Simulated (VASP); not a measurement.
```yaml
crystal:
  lattice:
    - [0.00000, 2.12470, 2.12470]
    - [2.12470, 0.00000, 2.12470]
    - [2.12470, 2.12470, 0.00000]
  atoms:
    - { symbol: Ti, position: [0.00000, 0.00000, 0.00000] }
    - { symbol: N, position: [0.50000, 0.50000, 0.50000] }
```

Computed with PBE GGA, VASP's PBE PAW potentials (set 64) (plane waves; VASP). Numerical set-up: 520 eV cut-off, Gaussian smearing of 0.050 eV, potentials Ti_sv N.

Question: Give the energies of bands 6 to 11 at the high-symmetry points, in eV from the Fermi level.

Answer: 
```csv
band,Γ,X,U,L,W
6,-2.05,-5.83,-5.80,-8.05,-5.47
7,-2.05,-3.23,-5.71,-5.46,-5.47
8,-2.05,-3.23,-4.45,-5.46,-5.35
9,-0.62,-3.05,-0.48,1.66,0.90
10,-0.62,1.61,1.95,1.66,0.90
11,-0.62,2.35,2.28,2.32,2.35
```

It has no gap at this level: it comes out as a metal or semimetal.

The structure was generated: TiN was put into the rock salt type (Fm-3m), which need not be its known phase. It was relaxed first, which changed the volume by -38 %. The electron count is odd and the run is not spin-polarised, which forces a metal.
